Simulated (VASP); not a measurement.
A run of VASP 6.6.1 is set up as follows.

INCAR

```
PREC     = Accurate       # precision mode
ENCUT    = 520            # plane-wave cutoff, eV
EDIFF    = 1E-6           # SCF threshold, eV
ISMEAR   = -1             # smearing method
SIGMA    = 0.022          # smearing width, eV
LREAL    = F              # projectors in reciprocal space
LASPH    = T              # aspherical terms in the spheres
NELM     = 150            # most SCF steps
ALGO     = Normal         # electronic algorithm
ISIF     = 2              # what is computed and relaxed
LWAVE    = F              # write WAVECAR
LCHARG   = F              # write CHGCAR
ISPIN    = 2              # spin polarisation
MAGMOM   = 0 0.22 0.22 0 0 # initial moments
LORBIT   = 11             # projections on sites
LMAXMIX  = 4              # l up to which the mixer works
GGA      = PE             # functional
NBANDS   = 32             # bands
```

File KPOINTS:

```
regular mesh
0
Gamma
  2 2 1
```

POSCAR

```
InCo2N2
1.0
    2.7259591304     -1.5805455775      0.0000000000
    2.7259591304      1.5805455775      0.0000000000
   -1.9522687403      0.0000000000      7.5446777696
In Co N
1 2 2
Direct
    0.5000000000      0.5000000000      0.5000000000
    0.3726610000      0.3726610000      0.1081050000
    0.6273390000      0.6273390000      0.8918950000
    0.2773840000      0.2773840000      0.8449930000
    0.7226160000      0.7226160000      0.1550070000
```

Potentials or basis: VASP PAW PBE potentials, release 64 (In_d, Co, N).

The run is started by

```sh
$ cat potpaw_PBE.64/In_d/POTCAR potpaw_PBE.64/Co/POTCAR potpaw_PBE.64/N/POTCAR > POTCAR
$ mpirun -np 1 vasp_std > vasp.out
```

(1) Estimate the site moments.

(2) Predict the pressure.

(3) Estimate the band gap on the k mesh.

Answers

(1) In +0.06; Co +0.09; N +0.02 μB.

(2) -5.8 GPa.

(3) none (metal or under the smearing width).

Caveat: the k mesh is coarse (spacing up to 1.16 Å⁻¹), so the values aren't converged; forces of over 1 eV/Å show positions far from the minimum, so gaps and moduli don't describe the material at rest.
